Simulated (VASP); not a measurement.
All values below come from PBEsol GGA, VASP's PBE PAW potentials (set 64) (plane waves; VASP). Each cell was relaxed at this level, without spin-orbit coupling.

Q: Which of these comes out without a gap?
A. KI, Fm-3m (225)
B. MoS2, P6_3/mmc (194)
C. Ru, P6_3/mmc (194)
D. KF, Fm-3m (225)

A: C, Ru, P6_3/mmc (194). The others have gaps of 0.90 eV (MoS2, P6_3/mmc (194)), 6.12 eV (KF, Fm-3m (225)), 3.86 eV (KI, Fm-3m (225)).
